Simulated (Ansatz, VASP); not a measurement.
**H4C2O (liquid 1,4-dioxane at 340 K): VASP beside Ansatz**

Aim: how closely do two programs agree when they are given the same cell, functional and k mesh? The cell is taken from a series of runs on this material, whose earlier steps may have relaxed, scaled, displaced or heated it; both programs get it as it stands.

Program: Ansatz 0.2.0. Level of theory: plane waves, with VASP 6.6.1 beside it; PBE with D3(BJ). Results are calculated unless marked as measured.

**1. The starting structure**

The cell holds 182 atoms: 52 C, 26 O and 104 H. Its edges and angles: a = 12.268 Å, b = 12.268 Å, c = 12.268 Å, α = 90.0°, β = 90.0°, γ = 90.0°. As first built, before any earlier steps moved the atoms or strained the cell (in the runner's words): 13 1,4-dioxane placed at random, at 1.03 g/cm^3; overlaps pushed apart, then 10 ps at 490 K with MMFF94 bonds, angles, torsions, charges and radii (Halgren, J. Comput. Chem. 17, 490 (1996)) in harmonic and 12-6 forms. Snapshot after 20 ps at 340 K and fixed volume.

**2. VASP: single point, PBE with D3(BJ)**

A single point takes one fixed geometry, so differences don't come from the geometry; what else differs is listed under the comparison.

Lines of VASP's logs that name or quote its potential files are left out, and so is its time.

Input file INCAR:

```
SYSTEM = H4C2O
PREC = Accurate
ENCUT = 600
EDIFF = 1E-06
NELM = 120
ISMEAR = -1
SIGMA = 0.05
LREAL = Auto
ALGO = Normal
GGA = PE
IVDW = 12
NBANDS = 361
LORBIT = 11
LWAVE = .FALSE.
LCHARG = .FALSE.
ISIF = 2
LASPH = .TRUE.
GGA_COMPAT = .FALSE.
EFERMI = MIDGAP
```

Input file POSCAR:

```
H4C2O
1.0
   12.2683700000      0.0000000000      0.0000000000
    0.0000000000     12.2683700000      0.0000000000
    0.0000000000      0.0000000000     12.2683700000
C O H
52 26 104
Direct
    0.8723600000      0.2421800000      0.5836100000
    0.9393900000      0.3443500000      0.6017500000
    0.0134800000      0.2908500000      0.4295100000
    0.0329400000      0.1842900000      0.4891300000
    0.2922900000      0.2810500000      0.1240400000
    0.1995200000      0.3318000000      0.0582400000
    0.2907300000      0.5000300000      0.0597400000
    0.3841400000      0.4486900000      0.1241400000
    0.6136100000      0.8298600000      0.0567800000
    0.5358900000      0.7432400000      0.1036500000
    0.6070000000      0.8105300000      0.2686700000
    0.7178600000      0.8403200000      0.2173200000
    0.2627700000      0.8827700000      0.3374700000
    0.2528200000      0.7791000000      0.2709000000
    0.1947700000      0.9059400000      0.1344900000
    0.1154600000      0.9390400000      0.2232300000
    0.1929600000      0.6490200000      0.8146100000
    0.1191200000      0.7164700000      0.8874200000
    0.2325800000      0.8597900000      0.8209200000
    0.3215900000      0.7860200000      0.8647300000
    0.9403300000      0.6036700000      0.1822300000
    0.9306300000      0.4806600000      0.1746300000
    0.7625000000      0.5152200000      0.2675300000
    0.8378000000      0.5741400000      0.3456000000
    0.7863700000      0.4906200000      0.8855300000
    0.6896900000      0.4459200000      0.9494700000
    0.5696300000      0.5279500000      0.8251800000
    0.6666100000      0.5723200000      0.7615200000
    0.2816500000      0.1849900000      0.7304600000
    0.3466700000      0.2890200000      0.7106000000
[... 146 atom lines left out ...]
    0.3269000000      0.5704900000      0.6090400000
    0.2489200000      0.6609500000      0.5265400000
    0.5673300000      0.6003000000      0.4581100000
    0.4785900000      0.5763800000      0.3461800000
    0.5248300000      0.4019100000      0.4384500000
    0.4786700000      0.4538500000      0.5656900000
```

Input file KPOINTS:

```
Automatic mesh
0
Gamma
1 1 1
0 0 0
```

Potentials, in the order of the species: C, O and H (PBE family, release 64).

Launch:

```sh
$ export OMP_NUM_THREADS=3
$ mpirun -np 1 vasp_gam
```

Numbers of over 12 decimals in the logs are rounded to 6 here.

The program printed:

```text
[banner, memory and clock lines left out]
running    1 mpi-ranks, on    1 nodes
[...]
Offloading initialized ...    1 GPUs detected
[...]
LDA part: xc-table for (Slater+PW92), standard interpolation
 POSCAR, INCAR and KPOINTS ok, starting setup
[...]
entering main loop
       N       E                     dE             d eps       ncg     rms          rms(c)
DAV:   1     0.377371705294E+04    0.37737E+04   -0.26152E+05   730   0.134E+03
DAV:   2    -0.623178741765E+03   -0.43969E+04   -0.41506E+04   915   0.300E+02
DAV:   3    -0.108084254406E+04   -0.45766E+03   -0.45336E+03   908   0.998E+01
DAV:   4    -0.109229932618E+04   -0.11457E+02   -0.11403E+02   940   0.171E+01
[...]
DAV:  17    -0.101583208398E+04    0.48365E-05   -0.25777E-05   884   0.131E-02    0.688E-03
DAV:  18    -0.101583208200E+04    0.19800E-05   -0.75478E-06   884   0.720E-03    0.465E-03
DAV:  19    -0.101583208143E+04    0.56961E-06   -0.26749E-06   756   0.402E-03
   1 F= -.10240581E+04 E0= -.10240581E+04  d E =-.131233E-17
```

OUTCAR, selected parts (step 2):

```text
  FREE ENERGIE OF THE ION-ELECTRON SYSTEM (eV)
  ---------------------------------------------------
  free  energy   TOTEN  =     -1024.0580653602 eV

  energy  without entropy=    -1024.0580653602  energy(sigma->0) =    -1024.05806536
```

The run ends at a pressure of -0.29 GPa, with forces up to 0.40 eV/Å.

**3. Ansatz: single point, PBE with D3(BJ)**

Ansatz runs on its default PAW (the set named soft_2) files.

The same cell, functional, mesh and smearing now go to Ansatz, which takes its cutoff from its data sets.

Input file input.yaml:

```yaml
crystal:
  lattice:
    - [12.26837, 0.0, 0.0]
    - [0.0, 12.26837, 0.0]
    - [0.0, 0.0, 12.26837]
  atoms:
    - { symbol: C, position: [0.87236, 0.24218, 0.58361] }
    - { symbol: C, position: [0.93939, 0.34435, 0.60175] }
    - { symbol: O, position: [0.99382, 0.37932, 0.50379] }
    - { symbol: C, position: [0.01348, 0.29085, 0.42951] }
    - { symbol: C, position: [0.03294, 0.18429, 0.48913] }
    - { symbol: O, position: [0.93951, 0.15143, 0.55159] }
    - { symbol: H, position: [0.80946, 0.25733, 0.52093] }
    - { symbol: H, position: [0.83144, 0.2186, 0.65976] }
    - { symbol: H, position: [0.00074, 0.32926, 0.66618] }
    - { symbol: H, position: [0.88675, 0.41151, 0.62913] }
    - { symbol: H, position: [0.08592, 0.31289, 0.3815] }
    - { symbol: H, position: [0.94385, 0.28235, 0.37298] }
    - { symbol: H, position: [0.05121, 0.11854, 0.43096] }
    - { symbol: H, position: [0.10438, 0.19304, 0.54348] }
    - { symbol: C, position: [0.29229, 0.28105, 0.12404] }
    - { symbol: C, position: [0.19952, 0.3318, 0.05824] }
    - { symbol: O, position: [0.19028, 0.44543, 0.08175] }
    - { symbol: C, position: [0.29073, 0.50003, 0.05974] }
    - { symbol: C, position: [0.38414, 0.44869, 0.12414] }
    - { symbol: O, position: [0.39256, 0.33501, 0.09995] }
    - { symbol: H, position: [0.303, 0.19485, 0.10248] }
    - { symbol: H, position: [0.2745, 0.28777, 0.21219] }
    - { symbol: H, position: [0.1213, 0.29358, 0.07916] }
    - { symbol: H, position: [0.21618, 0.31924, 0.97046] }
    - { symbol: H, position: [0.27962, 0.58582, 0.08293] }
    - { symbol: H, position: [0.3099, 0.49583, 0.97178] }
    - { symbol: H, position: [0.46197, 0.48585, 0.10044] }
    - { symbol: H, position: [0.3701, 0.45964, 0.21255] }
    - { symbol: C, position: [0.61361, 0.82986, 0.05678] }
    - { symbol: C, position: [0.53589, 0.74324, 0.10365] }
[... 146 atom lines left out ...]
    - { symbol: H, position: [0.3269, 0.57049, 0.60904] }
    - { symbol: H, position: [0.24892, 0.66095, 0.52654] }
    - { symbol: H, position: [0.56733, 0.6003, 0.45811] }
    - { symbol: H, position: [0.47859, 0.57638, 0.34618] }
    - { symbol: H, position: [0.52483, 0.40191, 0.43845] }
    - { symbol: H, position: [0.47867, 0.45385, 0.56569] }
kpoints:
  mp_grid: { grid: [1, 1, 1] }
hamiltonian:
  xc: pbe
  dispersion: d3bj
scf:
  occupations: { method: fermi_dirac, width: 0.05 }
output:
  forces: true
  stress: true
  populations: true
  dos:
    method: { smearing: { sigma: 0.08 } }
    de: 0.1
    projected: { site_lists: { C: [C], H: [H], O: [O] } }
  eigenvalues: true
```

Launch:

```sh
$ ansatz run input.yaml --threads 4 --pin off --max-ram 8192MiB --backend cpu --events-out ev --progress --plain --runs-dir out
```

The program printed:

```text
Engine: ansatz 0.2.0, aarch64-unknown-linux-gnu
Pseudopotentials: kind: paw
Pseudopotential: C, paw, valence charge 4, recommended cutoff 420 eV (normal), C.paw.azcp
Pseudopotential: O, paw, valence charge 6, recommended cutoff 420 eV (normal), O.paw.azcp
Pseudopotential: H, paw, valence charge 1, recommended cutoff 420 eV (normal), H.paw.azcp
Functional definition: PBE
  parameter kappa = 0.804
  parameter beta = 0.066725
  exchange = pbe_x(kappa = kappa, mu = beta*pi^2/3)
  correlation = pbe_c(beta = beta)
Crystal: 182 atoms, lattice volume = 1846.548 Å³
Basis set: ecut = 420 eV, 36137 PW (Γ), exchange–correlation on 180×180×180 points (8 copies of the dense FFT grid, shifted against one another)
Bands: 416, of which v1, the nominal top of the filled ones, is band 234 counted from 1 (233 counted from 0)
Symmetry: 1 space group operations
Space group: P1 (ITA 1), of the structure as read, at distance tolerance 1.2e-4 Å
k-points: 1
Non-local potential: C, projectors of the file, l = 0: 2, l = 1: 2, l = 2: 1
Non-local potential: O, projectors of the file, l = 0: 2, l = 1: 2, l = 2: 1
Non-local potential: H, projectors of the file, l = 0: 2, l = 1: 1
PAW form: soft (Blöchl's): semilocal exchange-correlation on the pseudo side does not see the compensation charge
PAW one-centre angular grid: C, 110 points (default); XC on 64 Gauss nodes
PAW one-centre angular grid: O, 110 points (default); XC on 64 Gauss nodes
PAW one-centre angular grid: H, 110 points (default); XC on 64 Gauss nodes
Initial density: superposition of atomic densities (neutral atoms: chi_scale 0, normalization atom), corrected by the library's trained network
Initial wavefunctions: pseudopotential atomic-orbital guess
Functional: x = pbe(κ = 0.804, μ = 0.219515), c = pbe(β = 0.066725)
SCF iter   1: F=—  HF=-29451.839257 eV  |F-HF|=—  |Δ(HF+E_count)|=         —  Δρ=6.97e-3  dr2=1.02e0  ethr=1.77e-3  ⟨swp⟩=6.0  Hψ=1882  notcnv=0  defer=25
preconditioner: auto → Resta (q_TF=auto, 2.170 Å⁻¹)  ε∞=2.3  [insulator: Δε(μ)=4.486 eV  Ē_g=16.334 eV  σ=0.050 eV  W_gap=1.00  n_scr=304 (ndim 8)  ℏωp=18.7 eV  f_vac=0.247  D(μ)=0.00/eV (n_scr^D=0)  ε∞_Penn≈2.3]
SCF iter   2: F=—  HF=-29451.671496 eV  |F-HF|=—  |Δ(HF+E_count)|=   1.68e-1  Δρ=3.70e-3  dr2=1.74e-1  ethr=2.17e-4  ⟨swp⟩=2.0  Hψ=617  notcnv=0  defer=175
SCF iter   3: F=—  HF=-29451.680933 eV  |F-HF|=—  |Δ(HF+E_count)|=   9.44e-3  Δρ=1.52e-3  dr2=4.91e-2  ethr=3.72e-5  ⟨swp⟩=2.0  Hψ=430  notcnv=0  defer=175
SCF iter   4: F=—  HF=-29451.694350 eV  |F-HF|=—  |Δ(HF+E_count)|=   1.34e-2  Δρ=3.45e-4  dr2=3.92e-3  ethr=1.05e-5  ⟨swp⟩=2.0  Hψ=384  notcnv=0  defer=175
SCF iter   5: F=—  HF=-29451.695618 eV  |F-HF|=—  |Δ(HF+E_count)|=   1.27e-3  Δρ=1.41e-4  dr2=4.01e-4  ethr=8.37e-7  ⟨swp⟩=2.0  Hψ=456  notcnv=0  defer=175
SCF iter   6: F=—  HF=-29451.695653 eV  |F-HF|=—  |Δ(HF+E_count)|=   3.50e-5  Δρ=9.15e-5  dr2=1.22e-4  ethr=8.58e-8  ⟨swp⟩=2.0  Hψ=479  notcnv=0  defer=175
SCF iter   7: F=—  HF=-29451.695630 eV  |F-HF|=—  |Δ(HF+E_count)|=   2.28e-5  Δρ=2.26e-5  dr2=7.97e-6  ethr=2.61e-8  ⟨swp⟩=2.0  Hψ=474  notcnv=0  defer=175
SCF iter   8: F=—  HF=-29451.698550 eV  |F-HF|=—  |Δ(HF+E_count)|=   2.92e-3  Δρ=4.66e-6  dr2=5.11e-7  ethr=1.70e-9  ⟨swp⟩=2.0  Hψ=645  notcnv=0  defer=175
SCF iter   9: F=-29451.698550 eV  HF=-29451.698550 eV  |F-HF|=1.65e-8  |Δ(HF+E_count)|=   4.24e-8  Δρ=1.61e-6  dr2=5.85e-8  ethr=2.14e-11  ⟨swp⟩=14.0  Hψ=2693  notcnv=0
SCF 1 converged in 9 iterations: F = -29451.698550 eV  dr2 = 5.85e-8
  greatest PAW one-centre occupation: 0.862 electrons in one spin orbital (limit 2), on the O atom at site 156 (counted from 0), in its partial waves of l = 0
SCF converged after 9 iterations
Free energy (F): -29451.698550 eV
Harris-Foulkes:  -29451.698550 eV  (|F-HF|=1.65e-8)
Internal energy: -29451.698550 eV  (E = F + TS)
E sigma→0 (E₀):  -29451.698550 eV
Fermi energy:    1.749559 eV
--- Per-component energies (eV) ---
  E_band       = -3728.087512
  E_kinetic    = 10737.792612
  E_local      = -36971.999305  (includes V_loc(G=0)·N_el)
  E_nonlocal   = 2826.724469
  E_hartree    = 13883.939538
  E_xc         = -5342.788962
  E_vxc        = -6733.785249  (∫ρ·V_xc dr)
  E_paw        = -9334.171455  (= ΣΔE_a)
  E_vpaw       = -1354.631651  (= ΣTr[D̂ρ^β])
  E_aug_tail   = -0.080137  (compensation charges beyond the density's cutoff)
  E_ewald      = -5242.888139
  E_disp       = -8.227171  (pairwise vdW)
  E_smearing   = -0.000000  (= −TS)
  E_closure    = -0.000000  (closes the sum)
  Σ components = -29451.698550   (vs F -29451.698550, Δ=0.00e0)
--- Forces (eV/Å), atoms counted from 1 ---
  atom   1  C     -0.03709063     0.03445211    -0.02456183
  atom   2  C      0.02572627     0.00246256     0.01447009
  atom   3  O      0.00667192    -0.02781299     0.00777978
  atom   4  C     -0.01019955    -0.00974295     0.00078396
  atom   5  C      0.04391255     0.02849284    -0.01594357
[...]
atom 178  H      0.00387376    -0.00947898     0.00094858
  atom 179  H     -0.00156437    -0.00992273     0.00850473
  atom 180  H      0.01415161    -0.00089947     0.04924033
  atom 181  H     -0.01189253     0.02416871    -0.00758339
  atom 182  H     -0.00352606     0.00381350    -0.02200345
  max |Σ_I F_I| component: 9.96e-5 eV/Å
--- Stress (GPa, compression-positive) ---
       -0.465336      -0.000979       0.020533
       -0.000979      -0.366367      -0.018641
        0.020532      -0.018641      -0.387829
  P = ⅓ Tr σ = -0.4065 GPa (-4.065 kbar)
--- Band table (eV) ---
  k-point 0: bands = [... 230 lower, -0.6086, -0.5531, -0.5375, -0.3872, 3.8809, 4.2632, 4.4362, 4.4830, ... 178 higher]
--- Löwdin populations: 182 sites ---
  site symbol       q [e]
     0      C      4.0775
     1      C      4.0760
     2      O      6.3605
     3      C      4.0766
     4      C      4.0705
     5      O      6.3627
     6      H      0.8160
     7      H      0.7895
     8      H      0.8362
     9      H      0.7856
    10      H      0.7935
    11      H      0.8218
    12      H      0.7863
    13      H      0.8358
    14      C      4.0701
    15      C      4.0720
    16      O      6.3554
    17      C      4.0678
    18      C      4.0729
    19      O      6.3459
    20      H      0.7944
    21      H      0.8356
    22      H      0.7935
    23      H      0.8391
[...]
174      H      0.8296
   175      H      0.7969
   176      H      0.8328
   177      H      0.7882
   178      H      0.8158
   179      H      0.8188
   180      H      0.7904
   181      H      0.8372
  spilling = 0.013449 (of n_electrons = 468.000000)
```

**4. Comparison**

Known differences besides the potentials themselves: the cutoff is 420 eV in Ansatz and 600 eV in VASP (PREC = Accurate, projectors in real space). Total energies have different zeros and are not compared.

The two programs side by side:

```csv
quantity,Ansatz,VASP,difference
pressure (GPa),-0.41,-0.29,-0.12
gap on the k mesh (eV),4.268,4.263,+0.006
```

Forces on 10 of the 182 atoms, those with the largest forces and the largest differences (eV/Å; atoms numbered as in POSCAR):

```
atom         Ansatz x, y, z            VASP x, y, z
  C5  -0.205, 0.109, -0.182   -0.301, 0.019, -0.158
  C6   0.216, -0.149, 0.137    0.193, -0.275, 0.113
  C7   0.284, -0.080, 0.142     0.378, 0.007, 0.120
  C8  -0.209, 0.141, -0.155   -0.184, 0.267, -0.130
  C9  -0.071, -0.156, 0.035  -0.178, -0.141, -0.046
 C11  0.115, -0.001, -0.100    0.160, 0.091, -0.011
 C31  -0.124, -0.128, 0.130   -0.069, -0.165, 0.241
 O55   -0.214, 0.083, 0.002    -0.327, 0.140, 0.046
 O56   0.129, -0.111, 0.001   0.238, -0.172, -0.046
 O66  0.109, -0.030, -0.100   0.177, -0.084, -0.205
```

The forces differ by 48 meV/Å r.m.s., which is 60.4 % of the r.m.s. force of 0.079 eV/Å (both taken over all components). A gap on the mesh is an upper bound, since the band edges may lie between its points.

**5. Results**

```
r.m.s. force difference (single point, PBE with D3(BJ)) : 48 meV/Å
```

The r.m.s. force difference is 48 meV/Å (single point, PBE with D3(BJ)), beyond the 12 meV/Å picked in this series as the mark of a large difference. What causes the difference of the single point, PBE with D3(BJ) pair stays open here. Such differences can come from data sets, numerical settings and the points named under the comparisons, not from the functional's error against experiment.

[Lines on the potential files, build, host, timing and source positions are cut from VASP's logs without a mark.]

[Logs are printed without paths, hosts, clocks, repeated set-up lines and the standing remarks that a program may print on its own settings, such as how far it seeks lower states.]

[Hosts, paths, dates, database ids (printed as entryN), source tags and the programs' standing remarks are cut or masked in the printed files.]

[The MMFF94 radii named for the starting cell were scaled by 0.96; in molecules described by MMFF94, hydrogen bound to N, O or S took a small fixed 12-6 site in their place.]
